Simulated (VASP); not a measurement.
A convergence study with VASP on CsPbCl$_{3}$ (cubic perovskite): one setting is varied, all else stays as given below, so the limit is that of these other settings. Each run relaxes cell and ions from the cell shown. The basis is that of the starting cell, so low cut-offs carry a Pulay error.

```
CELL_PARAMETERS angstrom
      5.61000     0.00000     0.00000
      0.00000     5.61000     0.00000
      0.00000     0.00000     5.61000
ATOMIC_POSITIONS crystal
  Cs 0.00000 0.00000 0.00000
  Pb 0.50000 0.50000 0.50000
  Cl 0.50000 0.00000 0.50000
  Cl 0.00000 0.50000 0.50000
  Cl 0.50000 0.50000 0.00000
```

The numbers are results of PBE GGA, VASP's PBE PAW potentials (set 64) (plane waves; VASP), not measurements. The tightest run used: 700 eV cut-off, 4×4×4 Γ-centred mesh, Gaussian smearing of 0.050 eV, potentials Cs_sv Pb_d Cl.

Gaps are read on the run's mesh, which can miss a band edge.

Question: The settings run are ENCUT = 200; ENCUT = 250; ENCUT = 300; ENCUT = 350; ENCUT = 400; ENCUT = 450; ENCUT = 500; ENCUT = 550; ENCUT = 600; ENCUT = 650; ENCUT = 700. From which on does the relaxed volume stay within 0.1 Å³/atom of the tightest run?

Answer: From ENCUT = 450 on: it is off by 0.086 there and by no more than 0.1 in any finer run, while ENCUT = 400 is off by 0.113.
```csv
setting,relaxed volume (Å³/atom),E (eV/atom),gap on the mesh (eV),plane waves,difference judged (Å³/atom)
ENCUT = 200,31.655,-3.5568,1.367,1141,6.201
ENCUT = 250,35.675,-3.4939,1.995,1622,2.181
ENCUT = 300,37.187,-3.5038,2.159,2176,0.669
ENCUT = 350,37.597,-3.5075,2.199,2657,0.260
ENCUT = 400,37.743,-3.5089,2.212,3221,0.113
ENCUT = 450,37.770,-3.5090,2.215,3887,0.086
ENCUT = 500,37.760,-3.5089,2.215,4524,0.096
ENCUT = 550,37.785,-3.5093,2.218,5232,0.072
ENCUT = 600,37.825,-3.5098,2.222,5912,0.032
ENCUT = 650,37.853,-3.5100,2.224,6704,0.004
ENCUT = 700,37.856,-3.5100,2.224,7464,0.000
```

Left out are rungs that failed or repeat a setting and relaxations that didn't move; long series are thinned to 24 rows.

The compound is CsPbCl3 in the cubic perovskite structure, the ideal cubic form; the compound distorts at low or room temperature.
